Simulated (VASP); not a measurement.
# CdS (Greenockite): excitons from the Bethe-Salpeter equation, part 4 of 5

Aim: the optical spectrum of CdS (Greenockite) with the electron-hole interaction. The cell is of the wurtzite type, one of the forms listed for this formula. The start is a cell from a database of measured crystal structures.

VASP 6.6.1, plane waves and PAW; the level of theory is named at each step.

So far. Step 3 (Ground state): The cell has a gap of 0.932 eV on mesh and path and a pressure of -3.3 GPa, which holds the misfit of the given cell and coordinates with this functional, and any error of cutoff, mesh and data sets. Spin-orbit coupling is left out, which can shift or reorder these edges. Step 4 (Empty bands): WAVECAR now holds 232 bands for 36 electrons.

The database entry behind the starting cell differs from later determinations by our own check (about 0.35 % long), so it need not match the best structure at ambient conditions.

### 5. evGW0 (continued)

Level of this step: evGW0 on LDA; plane waves and PAW (Cd_GW, S_GW) (VASP).

From OUTCAR (step 5):

```text
   k-points           NKPTS =     21   k-points in BZ     NKDIM =    144   number of bands    NBANDS=    232

   NELECT =      36.0000    total number of electrons

 E-fermi :   2.7673

 QP shifts <psi_nk| G(iteration)W_0 |psi_nk>: iteration 1
 for sc-GW calculations column KS-energies equals QP-energies in previous step
 and V_xc(KS)=  KS-energies - (<T + V_ion + V_H > + <T+V_H+V_ion>^1  + <V_x>^1)
 k-point   1 :       0.0000    0.0000    0.0000
  band No.  KS-energies  QP-energies   sigma(KS)   V_xc(KS)     V^pw_x(r,r')   Z            occupation Imag(sigma)
    ...
     15       1.5368       1.0152     -14.0024     -13.2931     -16.1506       0.7354       2.0000       0.1090
     16       2.2603       1.7938     -14.4077     -13.7802     -16.3119       0.7434       2.0000       0.1040
     17       2.3011       1.8268     -14.5109     -13.8724     -16.4605       0.7428       2.0000       0.1062
     18       2.3011       1.8268     -14.5109     -13.8724     -16.4605       0.7428       2.0000       0.1062
     19       3.2334       3.7703      -9.6962     -10.3745      -6.3869       0.7915       0.0000      -0.0356
     20       4.8368       5.4942      -9.6119     -10.4481      -5.8414       0.7862       0.0000      -0.0426
     21       8.5729       9.3049      -9.1211     -10.0696      -4.8906       0.7717       0.0000      -0.0722
     22       8.5729       9.3049      -9.1211     -10.0696      -4.8906       0.7717       0.0000      -0.0722
    ...

 k-point   2 :       0.1667   -0.0000    0.0000
  band No.  KS-energies  QP-energies   sigma(KS)   V_xc(KS)     V^pw_x(r,r')   Z            occupation Imag(sigma)
    ...
     15       1.0404       0.5695     -13.4633     -12.8267     -15.3316       0.7399       2.0000       0.1106
     16       1.2159       0.6791     -13.7445     -13.0127     -15.9602       0.7335       2.0000       0.1111
     17       2.0567       1.5723     -14.2606     -13.6077     -16.2360       0.7419       2.0000       0.1053
     18       2.1102       1.6218     -14.3831     -13.7246     -16.3882       0.7416       2.0000       0.1069
     19       4.4327       4.9658     -10.5946     -11.2811      -7.3777       0.7765       0.0000      -0.0342
     20       5.7248       6.4245     -10.1146     -11.0187      -6.2273       0.7739       0.0000      -0.0474
     21       7.8379       8.4985      -8.8906      -9.7438      -4.7640       0.7744       0.0000      -0.0689
     22       8.9096       9.6024      -9.1237     -10.0292      -4.7996       0.7651       0.0000      -0.0848
    ...

 QP shifts <psi_nk| G(iteration)W_0 |psi_nk>: iteration 2
 k-point   1 :       0.0000    0.0000    0.0000
  band No. old QP-enery  QP-energies   sigma(KS)   T+V_ion+V_H  V^pw_x(r,r')   Z            occupation Imag(sigma)
    ...
     15       1.0152       0.9109     -13.9560      14.8299     -16.1506       0.7382       2.0000       0.1108
     16       1.7938       1.7040     -14.3668      16.0405     -16.3119       0.7475       2.0000       0.1058
     17       1.8268       1.7355     -14.4691      16.1735     -16.4605       0.7463       2.0000       0.1081
     18       1.8268       1.7355     -14.4691      16.1735     -16.4605       0.7463       2.0000       0.1081
     19       3.7703       3.8354      -9.7557      13.6080      -6.3869       0.7946       0.0000      -0.0386
     20       5.4942       5.5848      -9.6758      15.2849      -5.8414       0.7885       0.0000      -0.0466
     21       9.3049       9.4186      -9.1901      18.6425      -4.8906       0.7709       0.0000      -0.0773
     22       9.3049       9.4186      -9.1901      18.6425      -4.8906       0.7709       0.0000      -0.0773
    ...

 QP shifts <psi_nk| G(iteration)W_0 |psi_nk>: iteration 3
 k-point   1 :       0.0000    0.0000    0.0000
  band No. old QP-enery  QP-energies   sigma(KS)   T+V_ion+V_H  V^pw_x(r,r')   Z            occupation Imag(sigma)
    ...
     15       0.9109       0.8868     -13.9516      14.8299     -16.1506       0.7390       2.0000       0.1110
     16       1.7040       1.6834     -14.3641      16.0405     -16.3119       0.7482       2.0000       0.1059
     17       1.7355       1.7145     -14.4662      16.1735     -16.4605       0.7472       2.0000       0.1081
     18       1.7355       1.7145     -14.4662      16.1735     -16.4605       0.7472       2.0000       0.1081
     19       3.8354       3.8425      -9.7637      13.6080      -6.3869       0.7973       0.0000      -0.0387
     20       5.5848       5.5966      -9.6851      15.2849      -5.8414       0.7889       0.0000      -0.0466
     21       9.4186       9.4364      -9.2009      18.6425      -4.8906       0.7708       0.0000      -0.0780
     22       9.4186       9.4364      -9.2009      18.6425      -4.8906       0.7708       0.0000      -0.0780
    ...

 QP shifts <psi_nk| G(iteration)W_0 |psi_nk>: iteration 4
 k-point   1 :       0.0000    0.0000    0.0000
  band No. old QP-enery  QP-energies   sigma(KS)   T+V_ion+V_H  V^pw_x(r,r')   Z            occupation Imag(sigma)
    ...
     15       0.8868       0.8807     -13.9514      14.8299     -16.1506       0.7392       2.0000       0.1110
     16       1.6834       1.6780     -14.3643      16.0405     -16.3119       0.7484       2.0000       0.1058
     17       1.7145       1.7090     -14.4663      16.1735     -16.4605       0.7474       2.0000       0.1081
     18       1.7145       1.7090     -14.4663      16.1735     -16.4605       0.7474       2.0000       0.1081
     19       3.8425       3.8426      -9.7653      13.6080      -6.3869       0.7973       0.0000      -0.0388
     20       5.5966       5.5977      -9.6869      15.2849      -5.8414       0.7888       0.0000      -0.0465
     21       9.4364       9.4388      -9.2030      18.6425      -4.8906       0.7706       0.0000      -0.0781
     22       9.4364       9.4388      -9.2030      18.6425      -4.8906       0.7706       0.0000      -0.0781
    ...

[... 8 parts as in an earlier step ...]

[... 28 further parts left out ...]
```

This step gave:

```
quasiparticle gap on the mesh                 : 2.134 eV
smallest direct quasiparticle gap on the mesh : 2.134 eV
gap of the starting orbitals on the mesh      : 0.9323 eV
```

QP gap by iteration, by row:

```csv
iteration,gap (eV),direct gap (eV)
1,1.944,1.944
2,2.1,2.1
3,2.128,2.128
4,2.134,2.134
```

GW takes the gap from 0.932 to 2.134 eV. The last pass still moved it by +6 meV. Spin-orbit coupling is left out. The value holds for 232 bands, ENCUTGW = 100 eV and this mesh, and isn't shown to be converged in them.

### 6. BSE, Tamm-Dancoff

This step: BSE on evGW0 on LDA; plane waves and PAW (Cd_GW, S_GW) (VASP 6.6.1).

The Bethe-Salpeter equation adds the screened attraction of electron and hole to the quasiparticle pairs; ANTIRES = 0 leaves out the coupling to antiresonant pairs.

Contents of INCAR:

```
SYSTEM = CdS
PREC = Accurate
ENCUT = 300
ISMEAR = 0
SIGMA = 0.01
LREAL = .FALSE.
GGA = CA
NBANDS = 232
ALGO = BSE
NBANDSO = 5
NBANDSV = 4
OMEGAMAX = 25
NEDOS = 1000
CSHIFT = 0.1
PRECFOCK = Fast
LWAVE = .FALSE.
LCHARG = .FALSE.
ENCUTGW = 100
ANTIRES = 0
```

Contents of POSCAR:

```
CdS
1.0
    4.1500000000      0.0000000000      0.0000000000
   -2.0750000000      3.5940054257      0.0000000000
    0.0000000000      0.0000000000      6.7370000000
Cd S
2 2
Direct
    0.6666666667      0.3333333333      0.4990251040
    0.3333333333      0.6666666667      0.9990251040
    0.6666666667      0.3333333333      0.8759748960
    0.3333333333      0.6666666667      0.3759748960
```

Contents of KPOINTS:

```
Automatic mesh
0
Gamma
6 6 4
0 0 0
```

The projector-augmented-wave data sets are Cd_GW and S_GW (LDA family, release 64).

Started as:

```console
$ mpirun -np 8 vasp_std
```

The program printed:

```text
[banner, memory and clock lines left out]
running    8 mpi-ranks, on    1 nodes
 distrk:  each k-point on    8 cores,    1 groups
 distr:  one band on    1 cores,    8 groups

 POSCAR found type information on POSCAR CdS
 POSCAR found :  2 types and       4 ions
|                                                                             |
|           W    W    AA    RRRRR   N    N  II  N    N   GGGG   !!!           |
|           W    W   A  A   R    R  NN   N  II  NN   N  G    G  !!!           |
|           W    W  A    A  R    R  N N  N  II  N N  N  G       !!!           |
|           W WW W  AAAAAA  RRRRR   N  N N  II  N  N N  G  GGG   !            |
|           WW  WW  A    A  R   R   N   NN  II  N   NN  G    G                |
|           W    W  A    A  R    R  N    N  II  N    N   GGGG   !!!           |
|                                                                             |
|     For optimal performance we recommend to set                             |
|       NCORE = 2 up to number-of-cores-per-socket                            |
|     NCORE specifies how many cores store one orbital (NPAR=cpu/NCORE).      |
|     This setting can greatly improve the performance of VASP for DFT.       |
|     The default, NCORE=1 might be grossly inefficient on modern             |
|     multi-core architectures or massively parallel machines. Do your        |
|     Unfortunately you need to use the default for GW and RPA                |
|     calculations (for HF NCORE is supported but not extensively tested      |
|     yet).                                                                   |
|                                                                             |

|                                                                             |
|           W    W    AA    RRRRR   N    N  II  N    N   GGGG   !!!           |
|           W    W   A  A   R    R  NN   N  II  NN   N  G    G  !!!           |
|           W    W  A    A  R    R  N N  N  II  N N  N  G       !!!           |
|           W WW W  AAAAAA  RRRRR   N  N N  II  N  N N  G  GGG   !            |
|           WW  WW  A    A  R   R   N   NN  II  N   NN  G    G                |
|           W    W  A    A  R    R  N    N  II  N    N   GGGG   !!!           |
|                                                                             |
|     The default for ENCUTGWSOFT is different in this version of VASP.       |
|     please manually set ENCUTGWSOFT =100 in the INCAR file.                 |
|                                                                             |

 LDA part: xc-table for (Slater(with rela. corr.)+CA(PZ))
 , standard interpolation
 found WAVECAR, reading the header
 POSCAR, INCAR and KPOINTS ok, starting setup
 FFT: planning ... GRIDC
 FFT: planning ... GRID_SOFT
 FFT: planning ... GRID
 reading WAVECAR
 the WAVECAR file was read successfully
 initial charge from wavefunction
 available memory per node:    103.86 GB, setting MAXMEM to    106351

 The Fermi energy was updated, please check that it is located mid-gap
 values below the HOMO (VB) or above the LUMO (CB) will cause erroneous energies
 E-fermi :   2.7758

 the WAVEDER file was read successfully
 responsefunction array rank=     248

 min. memory requirement per mpi rank    214.5 MB, per node   1715.9 MB

 Doing            0  frequencies on each core in blocks of            0
 Found all WFULLXXXX.tmp files
 reading now WFULL0001.tmp
 reading now WFULL0002.tmp
 reading now WFULL0003.tmp
 reading now WFULL0004.tmp
 reading now WFULL0005.tmp
 reading now WFULL0006.tmp
 reading now WFULL0007.tmp
 reading now WFULL0008.tmp
 reading now WFULL0009.tmp
 reading now WFULL0010.tmp
 reading now WFULL0011.tmp
 reading now WFULL0012.tmp
 reading now WFULL0013.tmp
 reading now WFULL0014.tmp
 reading now WFULL0015.tmp
 reading now WFULL0016.tmp
 reading now WFULL0017.tmp
 reading now WFULL0018.tmp
 reading now WFULL0019.tmp
 reading now WFULL0020.tmp
 reading now WFULL0021.tmp
 parallelization over k-points
 Using distributed matrix
 Using distributed eigensolver
 allocating two-electron 4 orbital integral table    5    4    5    4
 BSE setting up matrix
 available memory per node:    103.58 GB, setting MAXMEM to    106062
 Calculate matrix elements of the BSE Hamiltonian:
 Workload is divided into blocks of two-electron 4 orbital integrals computed in
  parallel.
 Each block/integral has dimensions  of (   5,   4,   5,   4) orbitals
 Total number of blocks/integrals:                10440
 Number of spins:                                     1
 Number of kpoints:                                 144
 Spin channel:                                        1
  Number of blocks of unoccupied bands:               1
  Number of blocks of occupied bands:                 1
 Number of rows/columns of blocks:                  144

                                                        Time (sec)
               Integrals                 Ranks       Real         CPU
  [         1 -       1152/     10440]     8         2.27        0.00
  [      1153 -       2304/     10440]     8         4.57        0.00
  [      2305 -       3456/     10440]     8         6.84        0.00
  [      3457 -       4608/     10440]     8         9.12        0.00
  [      4609 -       5760/     10440]     8        11.39        0.00
  [      5761 -       6912/     10440]     8        13.66        0.00
  [      6913 -       8064/     10440]     8        15.94        0.00
  [      8065 -       9216/     10440]     8        18.21        0.00
  [      9217 -      10368/     10440]     8        20.48        0.00
  [     10369 -      10440/     10440]     8        20.76        0.00

 BSE redistributing all elements
 BSE diagonalizing matrix PDSYEVX_ZHEEVX_DESC
 BSE calculating oscillator strength
```

Run time: 27 s. Hardware: 8 MPI ranks of AMD EPYC 7R43, shared host; peak memory 3.3 GiB; 3.4 min of CPU time.

Parts of OUTCAR (step 6):

```text
   NELECT =      36.0000    total number of electrons

 E-fermi :   2.7758

[... 9 parts as in an earlier step ...]

[... 1 further part left out ...]
```

Numbers from this step:

| Quantity | Value |
| --- | --- |
| lowest excitation | 1.911 eV |

The imaginary dielectric function has structure finer than the step of the table below, so its rows give means over 0.5 eV, whole bins alone (the curve runs from 0 to 25 eV). Peaks (eV: height): xx 1.93: 10.4, 2.93: 5.31, 3.93: 8.56, 4.88: 12.4, 5.63: 9.89, 6.56: 8.00, 7.38: 6.90; zz 1.93: 10.3, 3.30: 10.2, 4.13: 6.53, 4.88: 20.5, 5.88: 10.0, 7.56: 7.80.

From 5 filled and 4 empty bands alone, without any pair above OMEGAMAX = 25 eV, so strength is missing wherever others contribute; lines are broadened by CSHIFT, which also makes the tail under the first line. The imaginary dielectric function by photon energy; means over each step:

```csv
photon energy (eV),xx,zz
0.5,0.0539,0.0495
1.0,0.163,0.147
1.5,0.946,0.770
2.0,4.99,4.98
2.5,0.867,0.656
3.0,3.36,2.22
3.5,2.50,3.97
4.0,5.52,3.57
4.5,4.08,3.21
5.0,8.23,10.7
5.5,6.53,4.95
6.0,4.15,6.78
6.5,5.35,3.08
7.0,3.98,3.94
7.5,6.27,6.53
8.0,4.66,4.02
8.5,3.13,1.93
9.0,1.56,1.12
9.5,0.643,0.632
10.0,0.308,0.317
10.5,0.160,0.212
11.0,0.127,0.0828
11.5,0.0535,0.0499
12.0,0.0404,0.0457
12.5,0.0273,0.0254
13.0,0.0220,0.0203
13.5,0.0183,0.0168
14.0,0.0154,0.0142
14.5,0.0132,0.0122
15.0,0.0114,0.0105
15.5,0.00998,0.00923
16.0,0.00878,0.00811
16.5,0.00779,0.00720
17.0,0.00696,0.00643
17.5,0.00622,0.00578
18.0,0.00561,0.00519
18.5,0.00507,0.00469
19.0,0.00461,0.00426
19.5,0.00421,0.00390
20.0,0.00384,0.00357
20.5,0.00352,0.00327
21.0,0.00322,0.00300
21.5,0.00299,0.00278
22.0,0.00275,0.00255
22.5,0.00255,0.00237
23.0,0.00237,0.00222
23.5,0.00220,0.00205
24.0,0.00205,0.00192
24.5,0.00192,0.00178
```

Some of the lowest 40 states alone, with states under 2.5 meV apart joined, scaled to the strongest line shown. Exciton lines, with heights relative to the strongest:

```csv
position (eV),lines merged,oscillator strength
1.911,2,100
1.942,1,49
2.738,2,0.0
2.940,2,46
2.957,2,0.0
3.296,1,47
3.299,2,40
3.307,1,0.0
3.330,2,0.0
3.340,1,0.0
3.355,2,0.0
3.394,2,0.0
3.408,1,0.0
3.523,2,0.0
3.540,2,0.0
3.646,2,0.0
3.702,1,0.0
3.869,2,0.0
3.883,3,1.6
3.890,1,0.0
3.949,2,73
```

The lowest excitation lies at 1.911 eV, -223 meV against the direct gap of these orbitals, a distance that this coarse mesh makes far too large. Peak heights aren't converged with the mesh, least of all at the onset.

[end of part 4 of 5]

[Lines on the potential files, build, host, timing and source positions are cut from VASP's logs without a mark.]

[Logs are printed without paths, hosts, clocks, repeated set-up lines and the standing remarks that a program may print on its own settings, such as how far it seeks lower states.]

[Hosts, paths, dates, database ids (printed as entryN), source tags and the programs' standing remarks are cut or masked in the printed files.]

[Pressures printed for these runs are not shown converged in the cutoff: they can be off by several GPa and have the wrong sign.]
